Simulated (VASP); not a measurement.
Given:

```yaml
crystal:
  lattice:
    - [0.00000, 3.12069, 3.12069]
    - [3.12069, 0.00000, 3.12069]
    - [3.12069, 3.12069, 0.00000]
  atoms:
    - { symbol: Cd, position: [0.00000, 0.00000, 0.00000] }
    - { symbol: Se, position: [0.25000, 0.25000, 0.25000] }
```

Level of theory: PBE GGA with D3 dispersion (zero damping), VASP's PBE PAW potentials (set 64) (plane waves; VASP). Numerical set-up: 520 eV cut-off, 8×8×8 Γ-centred mesh, Gaussian smearing of 0.050 eV, potentials Cd Se.

### Question
Give the stress tensor in GPa (positive for a compressed cell).

### Answer

```
-2.51   0.00   0.00
 0.00  -2.51   0.00
 0.00   0.00  -2.51
```
The pressure is its mean diagonal, -2.51 GPa.

The compound is CdSe in the zinc blende structure, whereas wurtzite is the usual form. This cell is one point of a volume scan, at 1.06 of the reference volume.
